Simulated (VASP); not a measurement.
Computed with rev-vdW-DF2, VASP's PBE PAW potentials (set 64) (plane waves; VASP).

A VASP calculation is set up with these files.

### POSCAR
```
BaHfO3
1.0
  4.1778860727   0.0000000000   0.0000000000
  0.0000000000   4.1778860727   0.0000000000
  0.0000000000   0.0000000000   4.1778860727
Ba Hf O
1 1 3
direct
  0.0000000000   0.0000000000   0.0000000000
  0.5000000000   0.5000000000   0.5000000000
  0.5000000000   0.0000000000   0.5000000000
  0.0000000000   0.5000000000   0.5000000000
  0.5000000000   0.5000000000   0.0000000000
```

**KPOINTS**
```
k-points along high-symmetry lines
15
Line-mode
Reciprocal
  0.000000   0.000000   0.000000 ! GAMMA
  0.000000   0.500000   0.000000 ! X

  0.000000   0.500000   0.000000 ! X
  0.500000   0.500000   0.000000 ! M

  0.500000   0.500000   0.000000 ! M
  0.000000   0.000000   0.000000 ! GAMMA

  0.000000   0.000000   0.000000 ! GAMMA
  0.500000   0.500000   0.500000 ! R

  0.500000   0.500000   0.500000 ! R
  0.000000   0.500000   0.000000 ! X

  0.500000   0.500000   0.500000 ! R
  0.500000   0.500000   0.000000 ! M
```

**INCAR**
```
AGGAC = 0.0
ALGO = Normal
EDIFF = 1E-7
ENCUT = 520
GGA = MK
ICHARG = 11
ISMEAR = 0
LASPH = .TRUE.
LCHARG = .FALSE.
LMAXMIX = 6
LORBIT = 11
LREAL = .FALSE.
LUSE_VDW = .TRUE.
LWAVE = .FALSE.
NELM = 100
PARAM1 = 0.1234568
PARAM2 = 0.7114
PREC = Accurate
SIGMA = 0.05
SYSTEM = BaHfO3
ZAB_VDW = -1.8867
```

POTCAR, in this order: Ba_sv Hf_pv O (PBE.64 set). Program: vasp_std. Read from the step before: CHGCAR.

The resulting files:

OSZICAR:
```
       N       E                     dE             d eps       ncg     rms          rms(c)
DAV:   1     0.238387970254E+03    0.23839E+03   -0.21340E+04  4140   0.160E+03
DAV:   2    -0.204956580781E+02   -0.25888E+03   -0.25352E+03  5393   0.350E+02
DAV:   3    -0.346081662990E+02   -0.14113E+02   -0.14077E+02  5607   0.749E+01
DAV:   4    -0.348906012724E+02   -0.28243E+00   -0.28227E+00  5744   0.103E+01
DAV:   5    -0.348967003093E+02   -0.60990E-02   -0.60985E-02  5823   0.109E+00
DAV:   6    -0.348968449324E+02   -0.14462E-03   -0.14462E-03  5943   0.135E-01
DAV:   7    -0.348968464260E+02   -0.14936E-05   -0.14936E-05  5847   0.129E-02
DAV:   8    -0.348968464515E+02   -0.25458E-07   -0.25463E-07  4029   0.133E-03
   1 F= -.34896846E+02 E0= -.34896846E+02  d E =-.132922E-10
```

**OUTCAR**
```
 val. band max:        2.2916531942   @ k =   0.5000   0.5000   0.5000

 cond. band min:       5.8614551943   @ k =   0.0000   0.0000   0.0000



 k-point     1 :       0.0000    0.0000    0.0000
  band No.  band energies     occupation
      1     -26.5149      2.00000
      2     -26.5149      2.00000
      3     -26.5149      2.00000
      4     -22.9214      2.00000
      5     -14.2736      2.00000
      6     -13.7254      2.00000
      7     -13.7254      2.00000
      8      -8.0555      2.00000
      9      -8.0555      2.00000
     10      -8.0555      2.00000
     11       0.6231      2.00000
     12       0.6231      2.00000
     13       0.6231      2.00000
     14       1.3149      2.00000
     15       1.3149      2.00000
     16       1.3149      2.00000
     17       2.0760      2.00000
     18       2.0760      2.00000
     19       2.0760      2.00000
     20       5.8615      0.00000
     21       5.8615      0.00000
     22       5.8615      0.00000
     23       6.9691      0.00000

 k-point     2 :       0.0000    0.0357    0.0000
  band No.  band energies     occupation
      1     -26.5165      2.00000
      2     -26.5148      2.00000
      3     -26.5148      2.00000
      4     -22.9205      2.00000
      5     -14.2715      2.00000
      6     -13.7251      2.00000
      7     -13.7208      2.00000
      8      -8.0545      2.00000
      9      -8.0545      2.00000
     10      -8.0526      2.00000
     11       0.6013      2.00000
     12       0.6196      2.00000
     13       0.6196      2.00000
     14       1.3015      2.00000
     15       1.3015      2.00000
     16       1.3041      2.00000
     17       2.0372      2.00000
     18       2.0698      2.00000
     19       2.0698      2.00000
     20       5.8670      0.00000
     21       5.8940      0.00000
     22       5.8940      0.00000
     23       6.9914      0.00000

 k-point     3 :       0.0000    0.0714    0.0000
  band No.  band energies     occupation
...
```

The density is held fixed in this step, so its total energy and stress have no physical meaning. Unless said otherwise, spin-orbit coupling is left out, though it shifts the bands of the heavy elements here.

The compound is BaHfO3 in the cubic perovskite structure. It was relaxed first.
